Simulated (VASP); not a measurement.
# CoSi2: phonons from a supercell

How does the lattice of CoSi2 vibrate? The start is a cell from a database of measured crystal structures.

Calculated with VASP 6.6.1; LDA, spin-polarised from a ferromagnetic start (one magnetic atom a cell); plane waves and PAW (Co, Si), in the first sound run; inputs show where later runs differ.

The database entry behind the starting cell differs from later determinations by our own check (0.1 to 0.3 % short, probably kX units), so it need not match the best structure at ambient conditions.

## Step 1: The structure

It takes space group Fm-3m (No. 225, cubic). The conventional cell has a = 5.356 Å, b = 5.356 Å, c = 5.356 Å, α = 90.00°, β = 90.00°, γ = 90.00°. Nearest to Co lie 8 Si at 2.32 Å. Nearest to Si lie 4 Co at 2.32 Å. Farther neighbours are not listed.

## Step 2: Relax the host

Cell and atoms are relaxed first, so that later runs start from this functional's own cell.

Input file INCAR:

```
SYSTEM = CoSi2
PREC = Accurate
ENCUT = 350
EDIFF = 1E-06
NELM = 120
ISMEAR = 0
SIGMA = 0.05
LREAL = .FALSE.
ALGO = Normal
GGA = CA
NBANDS = 18
ISPIN = 2
MAGMOM = 2 0 0
LASPH = .TRUE.
LMAXMIX = 4
LORBIT = 11
LWAVE = .FALSE.
LCHARG = .FALSE.
KPAR = 4
IBRION = 2
NSW = 40
ISIF = 3
EDIFFG = -0.02
POTIM = 0.4
```

Input file POSCAR:

```
CoSi2
1.0
    0.0000000000      2.6780000000      2.6780000000
    2.6780000000      0.0000000000      2.6780000000
    2.6780000000      2.6780000000      0.0000000000
Co Si
1 2
Direct
    0.0000000000      0.0000000000      0.0000000000
    0.7500000000      0.7500000000      0.7500000000
    0.2500000000      0.2500000000      0.2500000000
```

Input file KPOINTS:

```
Automatic mesh
0
Gamma
6 6 6
0 0 0
```

PAW data sets: Co and Si (LDA family, release 64).

On the command line:

```console
$ mpirun -np 4 vasp_std
```

What it wrote:

```text
[banner, memory and clock lines left out]
running    4 mpi-ranks, on    1 nodes
 distrk:  each k-point on    1 cores,    4 groups
 distr:  one band on    1 cores,    1 groups

 POSCAR found type information on POSCAR CoSi
 POSCAR found :  2 types and       3 ions
 LDA part: xc-table for (Slater(with rela. corr.)+CA(PZ))
 , standard interpolation
 POSCAR, INCAR and KPOINTS ok, starting setup
 FFT: planning ... GRIDC
 FFT: planning ... GRID_SOFT
 FFT: planning ... GRID
 WAVECAR not read
 entering main loop
       N       E                     dE             d eps       ncg     rms          rms(c)
DAV:   1     0.455336624502E+02    0.45534E+02   -0.52352E+03  1184   0.656E+02
DAV:   2    -0.201342691119E+02   -0.65668E+02   -0.58053E+02  1216   0.158E+02
DAV:   3    -0.229180815551E+02   -0.27838E+01   -0.27103E+01  1452   0.360E+01
DAV:   4    -0.229647899419E+02   -0.46708E-01   -0.46649E-01  1354   0.453E+00
DAV:   5    -0.229662378661E+02   -0.14479E-02   -0.14478E-02  1452   0.812E-01    0.160E+01
DAV:   6    -0.268990962023E+02   -0.39329E+01   -0.18199E+01  1220   0.894E+01    0.183E+01
DAV:   7    -0.219325802802E+02    0.49665E+01   -0.88988E+00  1396   0.706E+01    0.342E+00
DAV:   8    -0.219097624559E+02    0.22818E-01   -0.58515E-01  1378   0.442E+00    0.204E+00
DAV:   9    -0.218748110526E+02    0.34951E-01   -0.64545E-02  1414   0.417E+00    0.727E-01
DAV:  10    -0.218741201226E+02    0.69093E-03   -0.31532E-03  1508   0.414E-01    0.311E-01
DAV:  11    -0.218738160808E+02    0.30404E-03   -0.46942E-04  1514   0.346E-01    0.123E-01
DAV:  12    -0.218738220594E+02   -0.59786E-05   -0.74965E-05  1554   0.106E-01    0.420E-02
DAV:  13    -0.218738172774E+02    0.47820E-05   -0.51592E-06  1396   0.213E-02    0.125E-02
DAV:  14    -0.218738177114E+02   -0.43396E-06   -0.45680E-07   676   0.112E-02
   1 F= -.21873818E+02 E0= -.21871787E+02  d E =-.218738E+02  mag=    -0.0004
 curvature:   0.00 expect dE= 0.000E+00 dE for cont linesearch  0.000E+00
 trial: gam= 0.00000 g(F)=  0.243E-44 g(S)=  0.157E+00 ort = 0.000E+00 (trialstep = 0.100E+01)
 search vector abs. value=  0.157E+00
 bond charge predicted
       N       E                     dE             d eps       ncg     rms          rms(c)
DAV:   1    -0.231128454738E+02   -0.12390E+01   -0.98308E+00  1252   0.516E+01    0.108E+01
DAV:   2    -0.260072300515E+02   -0.28944E+01   -0.16081E+01  1238   0.863E+01    0.156E+01
DAV:   3    -0.218973411759E+02    0.41099E+01   -0.74258E+00  1346   0.665E+01    0.190E+00
DAV:   4    -0.219167064824E+02   -0.19365E-01   -0.45869E-01  1238   0.346E+00    0.140E+00
DAV:   5    -0.218975373664E+02    0.19169E-01   -0.29291E-02  1532   0.302E+00    0.553E-01
DAV:   6    -0.218961766283E+02    0.13607E-02   -0.36850E-03  1628   0.746E-01    0.142E-01
DAV:   7    -0.218961989645E+02   -0.22336E-04   -0.15748E-04  1300   0.720E-02    0.757E-02
DAV:   8    -0.218961891235E+02    0.98411E-05   -0.40961E-05  1408   0.114E-01    0.168E-02
DAV:   9    -0.218961891188E+02    0.46839E-08   -0.37271E-06  1276   0.234E-02
   2 F= -.21896189E+02 E0= -.21894279E+02  d E =-.223714E-01  mag=    -0.0000
 trial-energy change:   -0.022371  1 .order   -0.016805   -0.156596    0.122986
 step:   0.5890(harm=  0.5601)  dis= 0.00000  next Energy=   -21.921075 (dE=-0.473E-01)
 bond charge predicted
       N       E                     dE             d eps       ncg     rms          rms(c)
DAV:   1    -0.221283440526E+02   -0.23215E+00   -0.17018E+00  1230   0.219E+01    0.417E+00
DAV:   2    -0.226714422293E+02   -0.54310E+00   -0.31678E+00  1352   0.377E+01    0.722E+00
DAV:   3    -0.219293731253E+02    0.74207E+00   -0.14521E+00  1230   0.248E+01    0.931E-01
DAV:   4    -0.219236924797E+02    0.56806E-02   -0.26928E-02  1198   0.133E+00    0.443E-01
DAV:   5    -0.219215994103E+02    0.20931E-02   -0.18009E-03  1680   0.739E-01    0.986E-02
DAV:   6    -0.219215597911E+02    0.39619E-04   -0.22721E-04  1340   0.100E-01    0.380E-02
DAV:   7    -0.219215594969E+02    0.29414E-06   -0.67960E-06  1334   0.262E-02
   3 F= -.21921559E+02 E0= -.21919593E+02  d E =-.477418E-01  mag=    -0.0000
 curvature:  -0.28 expect dE=-0.419E-05 dE for cont linesearch -0.419E-05
 trial: gam=-0.00970 g(F)=  0.732E-45 g(S)=  0.150E-04 ort = 0.153E-02 (trialstep = 0.918E+00)
 search vector abs. value=  0.154E-08
 reached required accuracy - stopping structural energy minimisation
```

Wall time 8.4 s (4 MPI ranks of Intel Xeon Platinum 8259CL at 2.50GHz (Skylake/Cascade Lake), shared host); peak memory 0.52 GiB.

Lines that name or quote the potential files are left out of all logs, and their timing lines are given in words.

From OUTCAR (step 2):

```text
ion  position               nearest neighbor table
   1  0.000  0.000  0.000-   2 2.32   3 2.32   2 2.32   2 2.32   3 2.32   2 2.32   3 2.32   3 2.32

  LATTYP: Found a face centered cubic cell.
 ALAT       =     5.3560000000

 Subroutine GETGRP returns: Found 48 space group operations
 (whereof 48 operations were pure point group operations)

The static configuration has the point symmetry O_h .

 Found     16 irreducible k-points:

   k-points           NKPTS =     16   k-points in BZ     NKDIM =     16   number of bands    NBANDS=     18

   dimension x,y,z NGX =    24 NGY =   24 NGZ =   24
   dimension x,y,z NGXF=    48 NGYF=   48 NGZF=   48

   ENCUT  =  350.0 eV  25.72 Ry    5.07 a.u.   5.78  5.78  5.78*2*pi/ulx,y,z

   NELECT =      17.0000    total number of electrons

 k-points in reciprocal lattice and weights: Automatic mesh
   0.00000000  0.00000000  0.00000000       0.005
   0.16666667  0.00000000  0.00000000       0.037
   0.33333333  0.00000000  0.00000000       0.037
   0.50000000  0.00000000  0.00000000       0.019
   0.16666667  0.16666667  0.00000000       0.028
   0.33333333  0.16666667  0.00000000       0.111
   0.50000000  0.16666667  0.00000000       0.111
  -0.33333333  0.16666667  0.00000000       0.111
  -0.16666667  0.16666667  0.00000000       0.056
[...]
-0.33333333  0.33333333  0.16666667       0.111
  -0.33333333  0.50000000  0.16666667       0.056

 average (electrostatic) potential at core
       1 -77.4723       2 -80.3470       3 -80.3470

 E-fermi :  10.7972

 spin component 1
 k-point     1 :       0.0000    0.0000    0.0000
  band No.  band energies     occupation
    ...
      2       6.3339      1.00000
      3       6.3339      1.00000
      4       6.3339      1.00000
      5       8.5742      1.00000
      6       8.5742      1.00000
      7      11.7673      0.00000
      8      14.1180      0.00000
      9      14.1180      0.00000
     10      14.1180      0.00000
     11      14.2387      0.00000
    ...

 k-point     2 :       0.1667    0.0000    0.0000
  band No.  band energies     occupation
    ...
      2       5.4237      1.00000
      3       6.4798      1.00000
      4       6.4798      1.00000
      5       8.4682      1.00000
      6       8.4682      1.00000
      7      10.8223      0.23894
      8      12.6538      0.00000
      9      12.6538      0.00000
     10      12.7121      0.00000
     11      15.1545      0.00000
    ...

 k-point     3 :       0.3333    0.0000    0.0000
  band No.  band energies     occupation
    ...
      3       6.7449      1.00000
      4       6.7449      1.00000
      5       8.5033      1.00000
      6       8.5033      1.00000
      7       8.9153      1.00000
      8      11.1195      0.00000
      9      11.1195      0.00000
     10      13.4181      0.00000
     11      14.4134      0.00000
     12      14.4134      0.00000
    ...

 k-point     4 :       0.5000    0.0000    0.0000
  band No.  band energies     occupation
    ...
      5       8.3175      1.00000
      6       8.8652      1.00000
      7       8.8652      1.00000
      8      10.1684      1.00000
      9      10.1684      1.00000
     10      13.4206      0.00000
     11      14.2060      0.00000
     12      14.2060      0.00000
     13      15.3322      0.00000
     14      21.2115      0.00000
    ...

 k-point     5 :       0.1667    0.1667    0.0000
  band No.  band energies     occupation
    ...
      2       5.5679      1.00000
      3       6.3812      1.00000
      4       6.3812      1.00000
      5       7.9891      1.00000
      6       8.7215      1.00000
      7      11.3856      0.00000
      8      11.3856      0.00000
      9      12.0649      0.00000
     10      12.0968      0.00000
     11      14.3461      0.00000
    ...

 k-point     6 :       0.3333    0.1667    0.0000
  band No.  band energies     occupation
    ...
      4       6.5521      1.00000
      5       7.4550      1.00000
      6       8.8449      1.00000
      7       9.1729      1.00000
      8      10.2988      1.00000
      9      10.9414      0.00002
     10      12.7480      0.00000
     11      14.9939      0.00000
     12      16.1291      0.00000
     13      16.2619      0.00000
    ...

  Total       -0.0197388     -0.0197388     -0.0197388     -0.0000000      0.0000000     -0.0000000
  in kB       -0.8622023     -0.8622023     -0.8622023     -0.0000000      0.0000000     -0.0000000
  external PRESSURE =      -0.8622023 kB  Pullay stress =       0.0000000 kB

  energy-cutoff  :      350.00
  volume of cell :       36.68
      direct lattice vectors                 reciprocal lattice vectors
     0.000000000  2.637123441  2.637123441    -0.189600529  0.189600529  0.189600529
     2.637123441  0.000000000  2.637123441     0.189600529 -0.189600529  0.189600529
     2.637123441  2.637123441  0.000000000     0.189600529  0.189600529 -0.189600529

 POSITION                                       TOTAL-FORCE (eV/Angst)
 -----------------------------------------------------------------------------------
      0.00000      0.00000      0.00000         0.000000     -0.000000      0.000000
      3.95569      3.95569      3.95569        -0.000000     -0.000000     -0.000000
      1.31856      1.31856      1.31856         0.000000      0.000000      0.000000
 -----------------------------------------------------------------------------------
    total drift:                               -0.000000      0.000000      0.000000

  FREE ENERGIE OF THE ION-ELECTRON SYSTEM (eV)
  ---------------------------------------------------
  free  energy   TOTEN  =       -21.9215594969 eV

  energy  without entropy=      -21.9176263903  energy(sigma->0) =      -21.91959294

 reached required accuracy - stopping structural energy minimisation

 total charge
# of ion       s       p       d       tot
------------------------------------------
    1        0.566   0.773   7.661   9.001
    2        0.723   0.911   0.000   1.634
    3        0.723   0.911   0.000   1.634
--------------------------------------------------
tot          2.012   2.595   7.661  12.268

 magnetization (x)
# of ion       s       p       d       tot
------------------------------------------
    1       -0.000  -0.000  -0.000  -0.000
    2        0.000  -0.000   0.000   0.000
    3        0.000  -0.000   0.000   0.000
--------------------------------------------------
tot          0.000  -0.000  -0.000  -0.000

[... 3 further parts left out ...]
```

CONTCAR:

```
CoSi2
   1.00000000000000
     0.0000000000000000    2.6371234412575562    2.6371234412575562
     2.6371234412575562    0.0000000000000000    2.6371234412575562
     2.6371234412575562    2.6371234412575562    0.0000000000000000
  Co              Si
     1     2
Direct
     0.0000000000000000    0.0000000000000000    0.0000000000000000
     0.7500000000000000    0.7500000000000000    0.7500000000000000
     0.2500000000000000    0.2500000000000000    0.2500000000000000
```

The moments of the start collapse, so the state is non-magnetic; other starts or orders were not tried. The k-mesh is coarse for a metal. The run keeps the 48 symmetry operations of its start, so it cannot find a distortion of lower symmetry.

Relaxation path:

```tsv
step	energy less that of the first step (eV)	largest force (eV/Å)	pressure (GPa)	volume (Å³)
1	0.0000	0.0000	-8.40	38.41
2	-0.0224	0.0000	7.14	35.50
3	-0.0477	0.0000	-0.09	36.68
```

```tsv
conventional cell, symmetrised	before	after	change
a (Å)	5.356	5.274	-1.5 %
b (Å)	5.356	5.274	-1.5 %
c (Å)	5.356	5.274	-1.5 %
volume (Å³/atom)	12.80	12.23	-4.5 %
```

Final coordinates:

```cif
data_structure
_symmetry_space_group_name_H-M 'P 1'
_symmetry_Int_Tables_number 1
_cell_length_a 3.7295
_cell_length_b 3.7295
_cell_length_c 3.7295
_cell_angle_alpha 60.000
_cell_angle_beta 60.000
_cell_angle_gamma 60.000
_cell_volume 36.68
loop_
_atom_site_label
_atom_site_type_symbol
_atom_site_fract_x
_atom_site_fract_y
_atom_site_fract_z
_atom_site_occupancy
Co1 Co 0.00000 0.00000 0.00000 1
Si2 Si 0.75000 0.75000 0.75000 1
Si3 Si 0.25000 0.25000 0.25000 1
```

This step gave:

| Item | Value |
| --- | --- |
| electronic cycles | 30 |
| electrons | 17 |
| free energy (TOTEN) | -21.92 eV |
| energy at zero smearing | -21.92 eV |
| Fermi energy | 10.80 eV |
| pressure | -0.08622 GPa |
| labelled metallic, from the levels on this mesh | yes |

The spin moment in the PAW sphere vanishes on all atoms.

The run ended after 3 ionic steps, 0.048 eV below its first step, once forces and stress met EDIFFG = -0.02.

(Continued in part 2 of 3.)

[Lines on the potential files, build, host, timing and source positions are cut from VASP's logs without a mark.]

[Logs are printed without paths, hosts, clocks, repeated set-up lines and the standing remarks that a program may print on its own settings, such as how far it seeks lower states.]

[Hosts, paths, dates, database ids (printed as entryN), source tags and the programs' standing remarks are cut or masked in the printed files.]

[Runs that stopped without an error message from VASP are left out.]
